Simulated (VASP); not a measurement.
Given:

```
CELL_PARAMETERS angstrom
      0.00000     2.81372     2.81372
      2.81372     0.00000     2.81372
      2.81372     2.81372     0.00000
ATOMIC_POSITIONS crystal
  Sr 0.00000 0.00000 0.00000
  O  0.25000 0.25000 0.25000
```

All values below come from PBE GGA, VASP's PBE PAW potentials (set 64) (plane waves; VASP). Settings: 520 eV cut-off, Gaussian smearing of 0.050 eV, potentials Sr_sv O.

Question: Give the energies of bands 6 to 11 at the high-symmetry points, in eV from the valence-band maximum.

Answer: 
```
band      Γ      X      U      L      W
----  -----  -----  -----  -----  -----
6     -0.80  -1.37  -1.01  -0.71  -0.69
7     -0.80  -0.01  -0.21  -0.50  -0.64
8     -0.80  -0.01  -0.16  -0.50   0.00
9      2.46   4.53   4.52   5.22   4.53
10     7.96   5.69   5.90   7.04   5.63
11     7.96   9.50   8.11   7.52   8.45
```

The gap is indirect, 2.46 eV, from the valence maximum at W to the conduction minimum at Γ.

The structure was generated: SrO was put into the zinc blende type (F-43m), which need not be its known phase. It was relaxed first, which changed the volume by -19 %.
